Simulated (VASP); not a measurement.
# KCaF3 (P4/mmm) in VASP: notebook

One crystal, KCaF3, is run at these levels: LDA; tasks: single point.

Program: VASP 6.6.1. These are calculated values, not measurements. Logs are shortened: lines on timing, memory, paths and dates and some standing lists are left out, and cuts for length are marked.

### Step 1. The cell of the first run

The structure is tetragonal, space group P4/mmm (No. 123). The conventional cell has a = 4.616 Å, b = 4.616 Å, c = 4.415 Å, α = 90.00°, β = 90.00°, γ = 90.00°. K (site symmetry 4/mmm) is surrounded by 12 F at 3.19 to 3.26 Å. Ca (site symmetry 4/mmm) has 6 F at 2.21 to 2.31 Å as nearest neighbours. F (site symmetry mmm) is surrounded by 2 Ca at 2.31 Å. F (site symmetry 4/mmm) is surrounded by 2 Ca at 2.21 Å.

The cell comes from a database or a generator and needn't be the stable form of this composition.

### Step 2. Single point, LDA (strain +0.030 along x and y, -0.015 along z, atoms carried along)

The input, INCAR:

```
PREC = Accurate ; ENCUT = 520
EDIFF = 1E-6 ; ISMEAR = 0
SIGMA = 0.05 ; LREAL = F
LASPH = T ; NELM = 100
ALGO = Fast ; ISIF = 2
LWAVE = F ; LCHARG = F
GGA = CA ; NBANDS = 28
```

The input, KPOINTS:

```
regular mesh
0
Gamma
  6 6 6
```

The input, POSCAR:

```
KCaF3
1.0
    4.6161777800      0.0000000000      0.0000000000
    0.0000000000      4.6161777800      0.0000000000
    0.0000000000      0.0000000000      4.4145001100
K Ca F
1 1 3
Direct
    0.5000000000      0.5000000000      0.5000000000
    0.0000000000      0.0000000000      0.0000000000
    0.0000000000      0.5000000000      0.0000000000
    0.0000000000      0.0000000000      0.5000000000
    0.5000000000      0.0000000000      0.0000000000
```

Potentials or basis: VASP PAW LDA potentials, release 64 (K_sv, Ca_sv, F).

Run with:

```
cat potpaw_LDA.64/K_sv/POTCAR potpaw_LDA.64/Ca_sv/POTCAR potpaw_LDA.64/F/POTCAR > POTCAR
mpirun -np 1 vasp_std > vasp.out
```

OUTCAR:

```text
PREC = Accurate
   ENCUT = 520
   EDIFF = 1E-6
   ISMEAR = 0
   LREAL = F
   LASPH = T
   NELM = 100
   ISIF = 2
   GGA = CA

 ion  position               nearest neighbor table
   1  0.500  0.500  0.500-
   2  0.000  0.000  0.000-   4 2.21   4 2.21   5 2.31   3 2.31   3 2.31   5 2.31
   3  0.000  0.500  0.000-   2 2.31   2 2.31
   4  0.000  0.000  0.500-   2 2.21   2 2.21
   5  0.500  0.000  0.000-   2 2.31   2 2.31

  LATTYP: Found a simple tetragonal cell.
 ALAT       =     4.6161777800
 C/A-ratio  =     0.9563106796

  Lattice vectors:

 A1 = (   4.6161777800,   0.0000000000,   0.0000000000)
 A2 = (   0.0000000000,   4.6161777800,   0.0000000000)
 A3 = (   0.0000000000,   0.0000000000,   4.4145001100)

Analysis of symmetry for initial positions (statically):
=====================================================================
 Subroutine PRICEL returns:
 Original cell was already a primitive cell.

 Routine SETGRP: Setting up the symmetry group for a
 simple tetragonal supercell.

 Subroutine GETGRP returns: Found 16 space group operations
 (whereof 16 operations were pure point group operations)
 out of a pool of 16 trial point group operations.

The static configuration has the point symmetry D_4h.

Analysis of symmetry for dynamics (positions and initial velocities):
=====================================================================
 Subroutine PRICEL returns:
 Original cell was already a primitive cell.

 Routine SETGRP: Setting up the symmetry group for a
 simple tetragonal supercell.

 Subroutine GETGRP returns: Found 16 space group operations
 (whereof 16 operations were pure point group operations)
 out of a pool of 16 trial point group operations.

The dynamic configuration has the point symmetry D_4h.

 Subroutine INISYM returns: Found 16 space group operations
 (whereof 16 operations are pure point group operations),
 and found     1 'primitive' translations

----------------------------------------------------------------------------------------

                                     Primitive cell

  volume of cell :      94.0690

  direct lattice vectors                    reciprocal lattice vectors
     4.616177780  0.000000000  0.000000000     0.216629438  0.000000000  0.000000000
     0.000000000  4.616177780  0.000000000     0.000000000  0.216629438  0.000000000
     0.000000000  0.000000000  4.414500110     0.000000000  0.000000000  0.226526215

  length of vectors
     4.616177780  4.616177780  4.414500110     0.216629438  0.216629438  0.226526215

  position of ions in fractional coordinates (direct lattice)
     0.500000000  0.500000000  0.500000000
     0.000000000  0.000000000  0.000000000
     0.000000000  0.500000000  0.000000000
     0.000000000  0.000000000  0.500000000
     0.500000000  0.000000000  0.000000000

  ion indices of the primitive-cell ions
   primitive index   ion index
                 1           1
                 2           2
                 3           3
                 4           4
                 5           5

----------------------------------------------------------------------------------------

 KPOINTS: regular mesh

Automatic generation of k-mesh.
 Grid dimensions read from file:
 generate k-points for:    6    6    6

 Generating k-lattice:

  Cartesian coordinates                     Fractional coordinates (reciprocal lattice)
     0.036104906  0.000000000  0.000000000     0.166666667  0.000000000  0.000000000
     0.000000000  0.036104906  0.000000000     0.000000000  0.166666667  0.000000000
     0.000000000  0.000000000  0.037754369     0.000000000  0.000000000  0.166666667

  Length of vectors
     0.036104906  0.036104906  0.037754369

  Shift w.r.t. Gamma in fractional coordinates (k-lattice)
     0.000000000  0.000000000  0.000000000

 Subroutine IBZKPT returns following result:
 ===========================================

 Found     40 irreducible k-points:

 Following reciprocal coordinates:
            Coordinates               Weight
  0.000000  0.000000  0.000000      1.000000
  0.166667  0.000000  0.000000      4.000000
  0.333333  0.000000  0.000000      4.000000
  0.500000  0.000000  0.000000      2.000000
  0.166667  0.166667  0.000000      4.000000
  0.333333  0.166667  0.000000      8.000000
[... 16 lines left out ...]
  0.333333  0.000000  0.333333      8.000000
  0.500000  0.000000  0.333333      4.000000
 [... further k-points ...]
   k-points           NKPTS =     40   k-points in BZ     NKDIM =     40   number of bands    NBANDS=     28
   number of dos      NEDOS =    301   number of ions     NIONS =      5
   total plane-waves  NPLWV =  46656
   dimension x,y,z NGX =    36 NGY =   36 NGZ =   36
   dimension x,y,z NGXF=    72 NGYF=   72 NGZF=   72
   ions per type =               1   1   3
   NGX,Y,Z   is equivalent  to a cutoff of  12.96, 12.96, 13.56 a.u.
   NGXF,Y,Z  is equivalent  to a cutoff of  25.93, 25.93, 27.11 a.u.
 SYSTEM =  unknown system
   PREC   = accura    normal or accurate (medium, high low for compatibility)
   ISTART =      0    job   : 0-new  1-cont  2-samecut
   ICHARG =      2    charge: 1-file 2-atom 10-const
   ISPIN  =      1    spin polarized calculation?
   LNONCOLLINEAR =      F non collinear calculations
   LSORBIT =      F    spin-orbit coupling
   LASPH  =      T    aspherical Exc in radial PAW
   ENCUT  =  520.0 eV  38.22 Ry    6.18 a.u.   8.58  8.58  8.21*2*pi/ulx,y,z
   NELM   =    100;   NELMIN=  2; NELMDL= -5     # of ELM steps
   EDIFF  = 0.1E-05   stopping-criterion for ELM
   LREAL  =      F    real-space projection
   EDIFFG = 0.1E-04   stopping-criterion for IOM
   NSW    =      0    number of steps for IOM
   IBRION =     -1    ionic relax: 0-MD 1-quasi-New 2-CG
   NFREE  =      0    steps in history (QN), initial steepest desc. (CG)
   ISIF   =      2    stress and relaxation
   ISYM   =      2    0-nonsym 1-usesym 2-fastsym
   POTIM  = 0.5000    time-step for ionic-motion
   TEBEG  =    0.0;   TEEND  =   0.0 temperature during run
   PSTRESS=    0.0 pullay stress
   NELECT =      40.0000    total number of electrons
   NUPDOWN=      -1.0000    fix difference up-down
   EMIN   =  10.00;   EMAX   =-10.00  energy-range for DOS
   EFERMI =   0.00;   METHOD = LEGACY
   ISMEAR =     0;   SIGMA  =   0.05  broadening in eV -4-tet -1-fermi 0-gaus
   EFERMI_NEDOS =   21; number of points for ismear=-14 and -15
   IALGO  =     68    algorithm
   IMIX   =      4    mixing-type and parameters
     AMIX     =   0.40;   BMIX     =  1.00
     AMIX_MAG =   1.60;   BMIX_MAG =  1.00
  volume/ion in A,a.u.               =      18.81       126.96
  Fermi-wavevector in a.u.,A,eV,Ry     =   1.231060  2.326367 20.619756  1.515509
  Thomas-Fermi vector in A             =   2.365885
   LORBIT       =      0    0 simple, 1 ext, 2 COOP (PROOUT), +10 PAW based schemes
   GGA     = CA    functional components
   LHFCALC =     F    Hartree Fock is set to
   AEXX    =    0.0000 exact exchange contribution
   IVDW    =     0    specifies the selected vdW correction
   LEPSILON=     F    determine dielectric tensor
   LRPA    =     F    only Hartree local field effects (RPA)
 non-spin polarized calculation
 RMM-DIIS sequential band-by-band and
 Gauss-broadening in eV      SIGMA  =   0.05
  energy-cutoff  :      520.00
  volume of cell :       94.07
 maximum number of plane-waves:      2560
 NGX is ok and might be reduce to    36
   NGX = 17   NGY = 17   NGZ = 17

 number of electron      40.0000027 magnetization

 Free energy of the ion-electron system (eV)
  ---------------------------------------------------
  ext. energy  EPLUGINS =         0.00000000
  ---------------------------------------------------
  free energy    TOTEN  =       -27.45011230 eV

  energy without entropy =      -27.45011230  energy(sigma->0) =      -27.45011230

 E-fermi :  -2.8261     XC(G=0):  -8.9338

 val. band max:       -3.1092835718   @ k =   0.5000   0.5000   0.5000
 cond. band min:       2.5011706494   @ k =   0.0000   0.0000   0.0000
 fundamental gap:      5.6104542212
 Fermi energy:        -2.8260974634

 k-point     1 :       0.0000    0.0000    0.0000
  band No.  band energies     occupation
      1     -38.2958      2.00000
      2     -29.4436      2.00000
      3     -21.9505      2.00000
      4     -21.7203      2.00000
      5     -21.6609      2.00000
      6     -19.7550      2.00000
[... 20 lines left out ...]
     27       7.5770      0.00000
     28       7.7185      0.00000

 k-point     2 :       0.1667    0.0000    0.0000
  band No.  band energies     occupation
      1     -38.2950      2.00000
      2     -29.4430      2.00000
      3     -21.9539      2.00000
      4     -21.8173      2.00000
      5     -21.6872      2.00000
      6     -19.7542      2.00000
[... 20 lines left out ...]
     27       7.6197      0.00000
     28       7.8641      0.00000

 k-point     3 :       0.3333    0.0000    0.0000
  band No.  band energies     occupation
      1     -38.2934      2.00000
      2     -29.4418      2.00000
      3     -22.0354      2.00000
      4     -21.9400      2.00000
      5     -21.6920      2.00000
      6     -19.7525      2.00000
[... 20 lines left out ...]
     27       7.5030      0.00000
     28       8.3634      0.00000

 k-point     4 :       0.5000    0.0000    0.0000
  band No.  band energies     occupation
      1     -38.2926      2.00000
      2     -29.4412      2.00000
      3     -22.1197      2.00000
      4     -21.9449      2.00000
      5     -21.6930      2.00000
      6     -19.7517      2.00000
[... 20 lines left out ...]
     27       7.3859      0.00000
     28       8.5868      0.00000

 k-point     5 :       0.1667    0.1667    0.0000
  band No.  band energies     occupation
      1     -38.2942      2.00000
      2     -29.4424      2.00000
      3     -21.9572      2.00000
      4     -21.8284      2.00000
      5     -21.7989      2.00000
      6     -19.7534      2.00000
[... 20 lines left out ...]
     27       7.7915      0.00000
     28       7.8939      0.00000

 k-point     6 :       0.3333    0.1667    0.0000
  band No.  band energies     occupation
      1     -38.2926      2.00000
      2     -29.4412      2.00000
      3     -22.0363      2.00000
      4     -21.9418      2.00000
      5     -21.8148      2.00000
      6     -19.7518      2.00000
[... 463 lines left out ...]
      5     -21.6590      2.00000
      6     -19.7040      2.00000
[... 20 lines left out ...]
     27       7.3647      0.00000
     28       8.6634      0.00000

 k-point    22 :       0.1667    0.0000    0.3333
  band No.  band energies     occupation
      1     -38.2901      2.00000
      2     -29.4400      2.00000
      3     -22.4176      2.00000
      4     -21.8315      2.00000
      5     -21.6897      2.00000
      6     -19.7032      2.00000
[... 20 lines left out ...]
     27       7.5213      0.00000
     28       8.6588      0.00000

 k-point    23 :       0.3333    0.0000    0.3333
  band No.  band energies     occupation
      1     -38.2885      2.00000
      2     -29.4388      2.00000
      3     -22.4176      2.00000
      4     -22.0313      2.00000
      5     -21.6958      2.00000
      6     -19.7016      2.00000
[... 20 lines left out ...]
     27       7.9141      0.00000
     28       8.8685      0.00000

 k-point    24 :       0.5000    0.0000    0.3333
  band No.  band energies     occupation
      1     -38.2878      2.00000
      2     -29.4383      2.00000
      3     -22.4176      2.00000
      4     -22.1194      2.00000
      5     -21.6962      2.00000
      6     -19.7009      2.00000
[... 20 lines left out ...]
     27       7.3807      0.00000
     28       8.0815      0.00000

 [... further k-points ...]

------------------------ aborting loop because EDIFF is reached ----------------------------------------

  FORCE on cell =-STRESS in cart. coord.  units (eV):
  Direction    XX          YY          ZZ          XY          YZ          ZX
  --------------------------------------------------------------------------------------
  -------------------------------------------------------------------------------------
  Total       -4.3920060     -4.3920060     -2.5292508      0.0000000      0.0000000      0.0000000
  in kB      -74.8043624    -74.8043624    -43.0780367      0.0000000      0.0000000      0.0000000
  external PRESSURE =     -64.2289205 kB  Pullay stress =       0.0000000 kB

 VOLUME and BASIS-vectors are now :
 -----------------------------------------------------------------------------
  energy-cutoff  :      520.00
  volume of cell :       94.07
      direct lattice vectors                 reciprocal lattice vectors
     4.616177780  0.000000000  0.000000000     0.216629438  0.000000000  0.000000000
     0.000000000  4.616177780  0.000000000     0.000000000  0.216629438  0.000000000
     0.000000000  0.000000000  4.414500110     0.000000000  0.000000000  0.226526215

 POSITION                                       TOTAL-FORCE (eV/Angst)
 -----------------------------------------------------------------------------------
      2.30809      2.30809      2.20725         0.000000      0.000000      0.000000
      0.00000      0.00000      0.00000         0.000000      0.000000      0.000000
      0.00000      2.30809      0.00000         0.000000      0.000000      0.000000
      0.00000      0.00000      2.20725         0.000000      0.000000      0.000000
      2.30809      0.00000      0.00000         0.000000      0.000000      0.000000
 -----------------------------------------------------------------------------------
    total drift:                                0.000000      0.000000     -0.000000

  FREE ENERGIE OF THE ION-ELECTRON SYSTEM (eV)
  ---------------------------------------------------
  free  energy   TOTEN  =       -27.4501123046 eV

  energy  without entropy=      -27.4501123046  energy(sigma->0) =      -27.45011230
```

Run time: 72 s. Hardware: 1 thread of Intel Xeon 6975P-C (Granite Rapids), shared host; peak memory 0.24 GiB.

Results:

* Free energy: -27.4501 eV
* Pressure: -6.4 GPa
* Band gap on the k mesh: 5.61 eV, indirect (least direct gap 5.80 eV)

A k mesh can miss the band edges.

### Step 3. Single point, LDA (strain +0.000 along x and y, -0.015 along z, atoms carried along)

The input, INCAR:

```
PREC = Accurate ; ENCUT = 520
EDIFF = 1E-7 ; ISMEAR = 0
SIGMA = 0.05 ; LREAL = F
LASPH = T ; NELM = 100
ALGO = Fast ; ISIF = 2
LWAVE = F ; LCHARG = F
NBANDS = 28
```

The input, KPOINTS:

```
Automatic mesh
0
Gamma
  6 6 6
```

Edit POSCAR of step 2 so:

```diff
@@ -2,4 +2,4 @@
 1.0
-    4.6161777800      0.0000000000      0.0000000000
-    0.0000000000      4.6161777800      0.0000000000
+    4.4817260000      0.0000000000      0.0000000000
+    0.0000000000      4.4817260000      0.0000000000
     0.0000000000      0.0000000000      4.4145001100
```

Potentials or basis: VASP PAW LDA potentials, release 64 (K_sv, Ca_sv, F).

Run with:

```
cat potpaw_LDA.64/K_sv/POTCAR potpaw_LDA.64/Ca_sv/POTCAR potpaw_LDA.64/F/POTCAR > POTCAR
mpirun -np 1 vasp_std > vasp.out
```

Run time: 97 s. Hardware: 1 thread of Intel Xeon 6975P-C (Granite Rapids), shared host; peak memory 0.24 GiB.

It converged, with:

- Free energy: -27.6550 eV
- Pressure: -4.5 GPa
- Band gap on the k mesh: 5.88 eV, indirect (least direct gap 6.05 eV)

Stress tensor (GPa, compression positive):
```
-4.94  0.00  0.00
 0.00 -4.94  0.00
 0.00  0.00 -3.62
```

Levels at points of the mesh, in eV from the valence-band top:
```tsv
k point	band 18	band 19	band 20	band 21	band 22	band 23
(0.00, 0.00, 0.00)	-0.17	-0.17	-0.16	5.88	8.70	8.75
(0.50, 0.00, 0.00)	-0.54	-0.25	-0.24	7.95	8.59	9.13
(0.50, 0.50, 0.00)	-0.63	-0.47	-0.01	8.95	9.36	9.36
(0.00, 0.00, 0.50)	-0.52	-0.24	-0.24	8.01	8.58	9.11
(0.50, 0.00, 0.50)	-0.57	-0.47	-0.01	9.02	9.31	9.32
(0.50, 0.50, 0.50)	0.00	0.00	0.00	9.52	9.54	9.54
```

A k mesh can miss the band edges.
